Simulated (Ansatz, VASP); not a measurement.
## Zn (Zn strained to the junction's net): VASP beside Ansatz

Wanted: the spread between two codes on one cell, functional and k mesh. The structure shown is the end of the Ansatz relaxation below.

Program: Ansatz 0.2.0. Level of theory: plane waves, with VASP 6.6.1 beside it; single point at PBE. Results are calculated unless marked as measured.

### 1. Set-up

Symmetry: P6_3/mmc, No. 194, hexagonal system. Conventional cell: a = 2.613 Å, b = 2.613 Å, c = 5.143 Å, α = 90.00°, β = 90.00°, γ = 120.00°. Zn has 6 Zn at 2.61 Å nearest.

### 2. Ansatz: relaxation, PBE

Ansatz runs on its default PAW (the set named soft_2) files.

This run makes the geometry at which the two programs are then compared.

Input file input.yaml:

```yaml
crystal:
  lattice:
    - [2.613, 0.0, 0.0]
    - [-1.3065, 2.2629243801, 0.0]
    - [0.0, 0.0, 5.0112236842]
  atoms:
    - { symbol: Zn, position: [0.0, 0.0, 0.0] }
    - { symbol: Zn, position: [0.3333333333, 0.6666666667, 0.5] }
kpoints:
  mp_grid: { grid: [18, 18, 6] }
scf:
  occupations: { method: fermi_dirac, width: 0.1 }
  max_iter: 150
hamiltonian:
  xc: pbe
relax:
  f_tol: 0.01
  max_steps: 40
  cell: { fix: [a, b, angles] }
```

Launch:

```sh
$ ansatz run input.yaml --threads 4 --pin off --max-ram 10240MiB --backend cpu --events-out ev --progress --plain --runs-dir out
```

Numbers of over 12 decimals in the logs are rounded to 6 here.

Output:

```text
Engine: ansatz 0.2.0, aarch64-unknown-linux-gnu
Pseudopotentials: kind: paw
Pseudopotential: Zn, paw, valence charge 12, recommended cutoff 420 eV (normal), Zn.paw.azcp
Functional definition: PBE
  parameter kappa = 0.804
  parameter beta = 0.066725
  exchange = pbe_x(kappa = kappa, mu = beta*pi^2/3)
  correlation = pbe_c(beta = beta)
Crystal: 2 atoms, lattice volume = 29.631 Å³
Basis set: ecut = 420 eV, 599 PW (Γ), exchange–correlation on 36×36×72 points (8 copies of the dense FFT grid, shifted against one another)
Bands: 16, of which v1, the nominal top of the filled ones, is band 12 counted from 1 (11 counted from 0)
Symmetry: 24 space group operations
Space group: P63/mmc (ITA 194), of the structure as read, at distance tolerance 3.1e-5 Å
k-points: 148 of 1944
Non-local potential: Zn, projectors of the file, l = 0: 2, l = 1: 2, l = 2: 3, l = 3: 1
PAW form: soft (Blöchl's): semilocal exchange-correlation on the pseudo side does not see the compensation charge
PAW one-centre angular grid: Zn, 590 points (default); XC on 64 Gauss nodes
Initial density: superposition of atomic densities (neutral atoms: chi_scale 0, normalization atom), corrected by the library's trained network
Initial wavefunctions: pseudopotential atomic-orbital guess
Functional: x = pbe(κ = 0.804, μ = 0.219515), c = pbe(β = 0.066725)
SCF iter   1: F=—  HF=-6638.062721 eV  |F-HF|=—  |Δ(HF+E_count)|=         —  Δρ=1.19e-3  dr2=3.54e-4  ethr=1.77e-3  ⟨swp⟩=5.1  Hψ=11732  notcnv=0
preconditioner: auto → none  [metal: Δε(μ)=0.079 eV  Ē_g=13.316 eV  σ=0.100 eV  W_gap=0.20  n_scr=4 (ndim 8)  ℏωp=33.4 eV  f_vac=0.000  D(μ)=0.41/eV (n_scr^D=2)  sad-step TF]
SCF iter   2: F=—  HF=-6638.063071 eV  |F-HF|=—  |Δ(HF+E_count)|=   3.50e-4  Δρ=7.80e-4  dr2=1.70e-4  ethr=1.48e-6  ⟨swp⟩=2.2  Hψ=5386  notcnv=0
SCF iter   3: F=—  HF=-6638.063137 eV  |F-HF|=—  |Δ(HF+E_count)|=   6.64e-5  Δρ=1.00e-3  dr2=1.59e-4  ethr=7.07e-7  ⟨swp⟩=2.0  Hψ=4151  notcnv=0
SCF iter   4: F=—  HF=-6638.063060 eV  |F-HF|=—  |Δ(HF+E_count)|=   7.71e-5  Δρ=1.77e-4  dr2=4.85e-6  ethr=6.61e-7  ⟨swp⟩=2.0  Hψ=3874  notcnv=0
SCF iter   5: F=—  HF=-6638.063053 eV  |F-HF|=—  |Δ(HF+E_count)|=   7.42e-6  Δρ=7.41e-5  dr2=8.76e-7  ethr=2.02e-8  ⟨swp⟩=2.1  Hψ=4114  notcnv=0
SCF iter   6: F=—  HF=-6638.063053 eV  |F-HF|=—  |Δ(HF+E_count)|=   2.65e-7  Δρ=3.46e-5  dr2=1.89e-7  ethr=3.65e-9  ⟨swp⟩=2.5  Hψ=4024  notcnv=0
SCF iter   7: F=-6638.063053 eV  HF=-6638.063053 eV  |F-HF|=6.38e-9  |Δ(HF+E_count)|=   7.52e-8  Δρ=6.08e-6  dr2=5.83e-9  ethr=4.17e-10  ⟨swp⟩=4.8  Hψ=9293  notcnv=0
SCF 1 converged in 7 iterations: F = -6638.063053 eV  dr2 = 5.83e-9
  greatest PAW one-centre occupation: 0.981 electrons in one spin orbital (limit 2), on the Zn atom at site 1 (counted from 0), in its partial waves of l = 2
relax step   1: F+E_penalty+E_count = -6638.06305256 eV  Δ(F+E_penalty+E_count) = +0.000e0 eV  max|allowed force component| = 5.551e-17 eV/Å  Δτ_max = 0.0000 Å  P = +2.505 GPa  Ω = 29.631 Å³  fix = [a, b, alpha, beta, gamma]  reactions: a +2.618, b +2.618 GPa  (7 SCF iters, dr2 threshold 1.00e-7 eV, accepted)
[...]
relax step   2: F+E_penalty+E_count = -6638.06720974 eV  Δ(F+E_penalty+E_count) = -4.157e-3 eV  max|allowed force component| = 7.864e-17 eV/Å  Δτ_max = 0.0000 Å  P = +1.665 GPa  Ω = 30.092 Å³  energy of the carried Pulay correction = -3.348e-4 eV  fix = [a, b, alpha, beta, gamma]  reactions: a +2.062, b +2.062 GPa  (5 SCF iters, dr2 threshold 2.00e-7 eV, accepted)
[...]
relax step   3: F+E_penalty+E_count = -6638.06784462 eV  Δ(F+E_penalty+E_count) = -6.349e-4 eV  max|allowed force component| = 7.864e-17 eV/Å  Δτ_max = 0.0000 Å  P = +1.204 GPa  Ω = 30.376 Å³  energy of the carried Pulay correction = -5.392e-4 eV  fix = [a, b, alpha, beta, gamma]  reactions: a +1.761, b +1.761 GPa  (5 SCF iters, dr2 threshold 2.00e-7 eV, accepted)
[...]
relax step   4: F+E_penalty+E_count = -6638.06783077 eV  Δ(F+E_penalty+E_count) = +1.385e-5 eV  max|allowed force component| = 2.776e-17 eV/Å  Δτ_max = 0.0000 Å  P = +1.153 GPa  Ω = 30.409 Å³  energy of the carried Pulay correction = -5.627e-4 eV  fix = [a, b, alpha, beta, gamma]  reactions: a +1.727, b +1.727 GPa  (4 SCF iters, dr2 threshold 2.03e-8 eV, accepted)
[...]
relax step   5: F+E_penalty+E_count = -6638.06838892 eV  Δ(F+E_penalty+E_count) = -5.581e-4 eV  max|allowed force component| = 5.089e-17 eV/Å  Δτ_max = 0.0000 Å  P = +1.152 GPa  Ω = 30.409 Å³  fix = [a, b, alpha, beta, gamma]  reactions: a +1.726, b +1.726 GPa  stress off target by 2.30e-3 GPa on what of the cell is left free  SCF on the basis re-selected at this cell (its energy is not comparable with the rows above)  (6 SCF iters)
basis re-selected at this cell: Δ(F+E_penalty+E_count) = -5.581e-4 eV, ΔP = -0.001 GPa vs the last step (what re-selecting the basis moved, of the pressure what is left beyond the Pulay correction that the steps carried, after the strain that the cell walked since its last selection, with what the two solves' SCF thresholds leave and, on support functions, any second-order correction that the steps lacked; it is no m [...]
SCF converged after 6 iterations
Free energy (F): -6638.068389 eV
Harris-Foulkes:  -6638.068389 eV  (|F-HF|=4.55e-12)
Internal energy: -6638.053951 eV  (E = F + TS)
E sigma→0 (E₀):  -6638.061170 eV
Entropy (-TS):   -0.014438 eV (-7.219 meV/atom)
Fermi energy:    10.920157 eV
--- Per-component energies (eV) ---
  E_band       = 96.757262
  E_kinetic    = 262.228929
  E_local      = -3088.076648  (includes V_loc(G=0)·N_el)
  E_nonlocal   = 1220.426880
  E_hartree    = 1295.013237
  E_xc         = -275.708558
  E_vxc        = -105.599022  (∫ρ·V_xc dr)
  E_paw        = -3648.888554  (= ΣΔE_a)
  E_vpaw       = -782.248595  (= ΣTr[D̂ρ^β])
  E_aug_tail   = -0.000740  (compensation charges beyond the density's cutoff)
  E_ewald      = -2403.048497
  E_smearing   = -0.014438  (= −TS)
  E_closure    = 0.000000  (closes the sum)
  Σ components = -6638.068389   (vs F -6638.068389, Δ=0.00e0)
--- Forces (eV/Å), atoms counted from 1 ---
  atom   1  Zn    -0.00000000    -0.00000000     0.00000000
  atom   2  Zn     0.00000000     0.00000000     0.00000000
  max |Σ_I F_I| component: 5.55e-17 eV/Å
--- Stress (GPa, compression-positive) ---
        1.726134       0.000000       0.000000
       -0.000000       1.726134       0.000000
        0.000000       0.000000       0.002297
  P = ⅓ Tr σ = 1.1515 GPa (11.515 kbar)
--- Relaxed structure (4 steps of the walk, 4 accepted, 1 SCFs on fresh bases) ---
  F+E_penalty+E_count = -6638.06838892 eV   max|allowed force component| = 5.089e-17 eV/Å   (the final SCF, on the basis selected at the relaxed cell)
  cell:  # Å, volume = 30.4089 Å³
    - [2.613000, 0, 0.0]
    - [-1.306500, 2.262924, 0.0]
    - [0.0, 0.0, 5.142696]
  atoms:
    - { symbol: Zn, position: [9.251858539620032e-18, -5.0885221963063406e-17, 0.0] }
    - { symbol: Zn, position: [0.333333, 0.666667, 0.5] }
```

### 3. VASP: single point, PBE

The same cell, functional, mesh and smearing now go to VASP, with its own data sets.

Lines of VASP's logs that name or quote its potential files are left out, and so is its time.

Input file INCAR:

```
SYSTEM = Zn
PREC = Accurate
ENCUT = 500
EDIFF = 1E-06
NELM = 120
ISMEAR = -1
SIGMA = 0.1
LREAL = .FALSE.
ALGO = Normal
GGA = PE
NBANDS = 18
LORBIT = 11
LWAVE = .FALSE.
LCHARG = .FALSE.
ISIF = 2
LASPH = .TRUE.
GGA_COMPAT = .FALSE.
```

Input file POSCAR:

```
Zn
1.0
    2.6130000000      0.0000000000      0.0000000000
   -1.3065000000      2.2629243801      0.0000000000
    0.0000000000      0.0000000000      5.1426958839
Zn
2
Direct
    0.0000000000      0.0000000000      0.0000000000
    0.3333333333      0.6666666667      0.5000000000
```

Input file KPOINTS:

```
Automatic mesh
0
Gamma
18 18 6
0 0 0
```

The projector-augmented-wave data sets are Zn (PBE family, release 64).

Launch:

```sh
$ mpirun -np 1 vasp_std
```

Output:

```text
[banner, memory and clock lines left out]
running    1 mpi-ranks, on    1 nodes
 distrk:  each k-point on    1 cores,    1 groups
 distr:  one band on    1 cores,    1 groups

 POSCAR found type information on POSCAR Zn
 POSCAR found :  1 types and       2 ions
 LDA part: xc-table for (Slater+PW92), standard interpolation
 POSCAR, INCAR and KPOINTS ok, starting setup
 FFT: planning ... GRIDC
 FFT: planning ... GRID_SOFT
 FFT: planning ... GRID
 WAVECAR not read
 entering main loop
       N       E                     dE             d eps       ncg     rms          rms(c)
DAV:   1     0.107990027585E+03    0.10799E+03   -0.12432E+04  5480   0.208E+03
DAV:   2     0.186617660813E+01   -0.10612E+03   -0.10287E+03  5350   0.295E+02
DAV:   3    -0.241372808331E+01   -0.42799E+01   -0.42656E+01  5988   0.679E+01
DAV:   4    -0.243699370560E+01   -0.23266E-01   -0.23260E-01  5874   0.513E+00
DAV:   5    -0.243702572894E+01   -0.32023E-04   -0.32023E-04  5798   0.170E-01    0.407E+00
DAV:   6    -0.223508988825E+01    0.20194E+00   -0.86802E-01  5738   0.198E+01    0.301E+00
DAV:   7    -0.222570120498E+01    0.93887E-02   -0.28916E-02  6792   0.294E+00    0.155E+00
DAV:   8    -0.222112867068E+01    0.45725E-02   -0.21022E-03  6912   0.715E-01    0.496E-02
DAV:   9    -0.222114431839E+01   -0.15648E-04   -0.29728E-04  7070   0.227E-01    0.344E-02
DAV:  10    -0.222114755135E+01   -0.32330E-05   -0.27359E-05  5580   0.669E-02    0.294E-03
DAV:  11    -0.222114741396E+01    0.13739E-06   -0.13736E-07  3184   0.337E-03
   1 F= -.22211474E+01 E0= -.22139347E+01  d E =-.144254E-01
```

Parts of OUTCAR (step 3):

```text
ion  position               nearest neighbor table
   1  0.000  0.000  0.000-   2 2.98   2 2.98   2 2.98   2 2.98   2 2.98   2 2.98
   2  0.333  0.667  0.500-   1 2.98   1 2.98   1 2.98   1 2.98   1 2.98   1 2.98

  LATTYP: Found a hexagonal cell.
 ALAT       =     2.6130000000
 C/A-ratio  =     1.9681193586

 Subroutine GETGRP returns: Found 24 space group operations
 (whereof 12 operations were pure point group operations)

The static configuration has the point symmetry D_3h.
 The point group associated with its full space group is D_6h.

 Found    148 irreducible k-points:

   k-points           NKPTS =    148   k-points in BZ     NKDIM =    148   number of bands    NBANDS=     18

   dimension x,y,z NGX =    20 NGY =   20 NGZ =   40
   dimension x,y,z NGXF=    40 NGYF=   40 NGZF=   80

   ENCUT  =  500.0 eV  36.75 Ry    6.06 a.u.   4.76  4.76  9.38*2*pi/ulx,y,z

   NELECT =      24.0000    total number of electrons

 k-points in reciprocal lattice and weights: Automatic mesh
   0.00000000  0.00000000  0.00000000       0.001
   0.05555556 -0.00000000  0.00000000       0.003
   0.11111111 -0.00000000  0.00000000       0.003
   0.16666667  0.00000000  0.00000000       0.003
   0.22222222 -0.00000000  0.00000000       0.003
   0.27777778  0.00000000  0.00000000       0.003
   0.33333333  0.00000000  0.00000000       0.003
   0.38888889  0.00000000  0.00000000       0.003
   0.44444444 -0.00000000  0.00000000       0.003
[...]
0.33333333  0.27777778  0.50000000       0.006
   0.33333333  0.33333333  0.50000000       0.001

 average (electrostatic) potential at core
       1 -36.9405       2 -36.9405

 E-fermi :   2.9839

 k-point     1 :       0.0000    0.0000    0.0000
  band No.  band energies     occupation
    ...
      9      -4.1634      2.00000
     10      -4.0096      2.00000
     11      -4.0096      2.00000
     12      -0.7614      2.00000
     13      -0.5742      2.00000
     14      14.8466      0.00000
     15      18.7546      0.00000
     16      21.7736      0.00000
     17      21.7736      0.00000
     18      23.1136      0.00000

 k-point     2 :       0.0556   -0.0000    0.0000
  band No.  band energies     occupation
    ...
      9      -4.1715      2.00000
     10      -4.0674      2.00000
     11      -4.0097      2.00000
     12      -0.6077      2.00000
     13      -0.5277      2.00000
     14      14.9548      0.00000
     15      18.7463      0.00000
     16      19.9275      0.00000
     17      20.7867      0.00000
     18      22.1408      0.00000

 k-point     3 :       0.1111   -0.0000    0.0000
  band No.  band energies     occupation
    ...
      9      -4.1941      2.00000
     10      -4.1838      2.00000
     11      -4.0109      2.00000
     12      -0.3803      2.00000
     13      -0.1778      2.00000
     14      15.2714      0.00000
     15      17.0731      0.00000
     16      18.8903      0.00000
     17      19.3938      0.00000
     18      21.2477      0.00000

  Total        0.4170830      0.4170830      0.0319708      0.0000000     -0.0000000      0.0000000
  in kB       21.9751994     21.9751994      1.6844696      0.0000000     -0.0000000      0.0000000
  external PRESSURE =      15.2116228 kB  Pullay stress =       0.0000000 kB

  energy-cutoff  :      500.00
  volume of cell :       30.41
      direct lattice vectors                 reciprocal lattice vectors
     2.613000000  0.000000000  0.000000000     0.382701875  0.220953031  0.000000000
    -1.306500000  2.262924380  0.000000000     0.000000000  0.441906061  0.000000000
     0.000000000  0.000000000  5.142695884     0.000000000  0.000000000  0.194450542

 POSITION                                       TOTAL-FORCE (eV/Angst)
 -----------------------------------------------------------------------------------
      0.00000      0.00000      0.00000         0.000000      0.000000      0.000000
     -0.00000      1.50862      2.57135        -0.000000      0.000000      0.000000
 -----------------------------------------------------------------------------------
    total drift:                                0.000000     -0.000000     -0.000000

  FREE ENERGIE OF THE ION-ELECTRON SYSTEM (eV)
  ---------------------------------------------------
  free  energy   TOTEN  =        -2.2211474140 eV

  energy  without entropy=       -2.2067220571  energy(sigma->0) =       -2.21393474

 total charge
# of ion       s       p       d       tot
------------------------------------------
    1        0.602   0.458   9.720  10.780
    2        0.602   0.458   9.720  10.780
--------------------------------------------------
tot          1.204   0.917  19.440  21.560

[... 3 further parts left out ...]
```

The run ends at a pressure of 1.52 GPa.

### 4. Differences

Known differences besides the potentials themselves: the cutoff is 420 eV in Ansatz and 500 eV in VASP; Ansatz's pressure holds a Pulay correction, VASP's none. Total energies have different zeros and are not compared.

Compared:

| quantity | Ansatz | VASP | difference |
| --- | --- | --- | --- |
| pressure (GPa) | 1.15 | 1.52 | -0.37 |

### 5. Results

- difference in pressure (single point, PBE): -0.37 GPa

The difference in pressure is -0.37 GPa (single point, PBE), within the 1 GPa picked in this series as the mark of a large difference. 1 further run of this series is not shown here. How closely two codes agree says nothing of how well the functional describes the real material.

[Lines on the potential files, build, host, timing and source positions are cut from VASP's logs without a mark.]

[Logs are printed without paths, hosts, clocks, repeated set-up lines and the standing remarks that a program may print on its own settings, such as how far it seeks lower states.]

[Hosts, paths, dates, database ids (printed as entryN), source tags and the programs' standing remarks are cut or masked in the printed files.]
